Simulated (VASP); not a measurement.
Write the native input for VASP 6.6.1 that does the following.

```
Task                   : single point
Functional             : PBE
Potentials or basis    : VASP PAW PBE potentials, release 64 (Ti_sv, O)
Cutoff                 : 520 eV
k mesh                 : 6 × 6 × 6
Occupations            : gaussian, width 0.1 eV
Spin                   : no spin polarisation
Dipole correction      : no
Further INCAR settings : ALGO = Fast; EDIFF = 1e-06; NBANDS = 33
```

The structure of TiO2 lies in POSCAR:

```
TiO2
1.0
   -1.8997555805      1.8997555805      4.8432076227
    1.8997555805     -1.8997555805      4.8432076227
    1.8997555805      1.8997555805     -4.8432076227
Ti O
2 4
Direct
    0.0000000000      0.0000000000      0.0000000000
    0.7500000000      0.2500000000      0.5000000000
    0.9566413202      0.4566413202      0.5000000000
    0.2066413202      0.2066413202      0.0000000000
    0.5433586798      0.0433586798      0.5000000000
    0.7933586798      0.7933586798      0.0000000000
```

The cell is a database's computed one.

One way to write it, as run:

INCAR

```
  ALGO = Fast
  EDIFF = 1E-6
  ENCUT = 520
  GGA = PE
  ISIF = 2
  ISMEAR = 0
  LASPH = T
  LCHARG = F
  LREAL = F
  LWAVE = F
  NBANDS = 33
  NELM = 100
  PREC = Accurate
  SIGMA = 0.1
```

KPOINTS

```
k-points
0
Gamma
  6 6 6
```

Potentials or basis: VASP PAW PBE potentials, release 64 (Ti_sv, O).

Command:

```bash
$ cat potpaw_PBE.64/Ti_sv/POTCAR potpaw_PBE.64/O/POTCAR > POTCAR
$ mpirun -np 1 vasp_std > vasp.out
```

Results of the run:

```yaml
Pressure: 0.9 GPa
Largest_force: 0.016 eV/Å
Band_gap_on_the_k_mesh: 2.15 eV, indirect (least direct gap 2.41 eV)
```

It took 5.2 min on 1 thread of Intel(R) Xeon(R) Platinum 8488C (Sapphire Rapids), on a shared host, peak memory 0.28 GiB.
